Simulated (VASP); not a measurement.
**YbRu: relaxation of the atoms with RPBE**

YbRu:

```
Yb Ru
1.0
     0.00000    2.77452    2.77452
     2.77452    0.00000    2.77452
     2.77452    2.77452    0.00000
Yb Ru
1 1
Cartesian
  2.7745 2.7745 2.7745
  0.0000 0.0000 0.0000
```

The cell was built by a generator and needn't be a form met in nature.

```yaml
Program: VASP 6.6.1
Task: relaxation of the atoms
Functional: RPBE
Potentials_or_basis: VASP PAW PBE potentials, release 64 (Yb, Ru_pv)
Cutoff: 520 eV
k_mesh: 8 × 8 × 8
Occupations: methfessel-paxton, width 0.1 eV
Spin: collinear spin, ferromagnetic start
Starting_moments: "[1.0, 1.0] μB"
Further_INCAR_settings: ALGO = Normal; EDIFF = 1e-06; IBRION = 2; EDIFFG = -0.01; NSW = 40
```

```
Pressure after relaxing                               : 4.0 GPa
Band gap on the k mesh                                : none (metal or under the smearing width)
Net moment                                            : 1.03 μB per cell
Site moments                                          : Yb +0.25; Ru +0.79 μB
Valence electrons inside the program's atomic spheres : Yb 22.36; Ru 12.72
```

Final structure:
```
Yb Ru
1.0
     0.00000    2.77452    2.77452
     2.77452    0.00000    2.77452
     2.77452    2.77452    0.00000
Yb Ru
1 1
Direct
  0.50000 0.50000 0.50000
  0.00000 0.00000 0.00000
```

Levels at points of the mesh, in eV from the Fermi level:
Spin up:
| k point | band 17 | band 18 | band 19 | band 20 | band 21 | band 22 | band 23 | band 24 |
| --- | --- | --- | --- | --- | --- | --- | --- | --- |
| (0.00, 0.00, 0.00) | -0.68 | -0.68 | -0.68 | -0.68 | 6.19 | 6.19 | 6.19 | 8.53 |
| (0.50, 0.00, 0.00) | -0.40 | -0.40 | 0.01 | 0.01 | 1.47 | 2.73 | 2.73 | 6.24 |
| (0.50, 0.50, 0.00) | -0.59 | -0.59 | -0.46 | -0.46 | 1.21 | 5.26 | 6.15 | 6.15 |
Spin down:
| k point | band 14 | band 15 | band 16 | band 17 | band 18 | band 19 | band 20 | band 21 | band 22 | band 23 |
| --- | --- | --- | --- | --- | --- | --- | --- | --- | --- | --- |
| (0.00, 0.00, 0.00) | -0.54 | -0.54 | -0.54 | -0.53 | -0.40 | -0.40 | -0.40 | 6.37 | 6.37 | 6.37 |
| (0.50, 0.00, 0.00) | -0.61 | -0.42 | -0.40 | -0.04 | -0.04 | 0.44 | 0.44 | 1.88 | 2.74 | 2.74 |
| (0.50, 0.50, 0.00) | -0.47 | -0.47 | -0.47 | -0.43 | -0.38 | 0.24 | 0.24 | 1.19 | 5.54 | 6.21 |

It took 7.6 min on 1 thread of Intel(R) Xeon(R) Platinum 8259CL CPU @ 2.50GHz (Skylake/Cascade Lake), with other jobs on the host, peak memory 0.24 GiB.

Caveat: the relaxation stopped at its first step, so nothing moved; the PAW data sets were made with another functional, which shifts forces and pressure a little; spin-orbit coupling is left out, which moves the levels of the heavy elements; without U or exact exchange the open f shell lies at the Fermi level, which spoils levels, moments and volumes. The state reached can hang on the start; a lower one may exist.
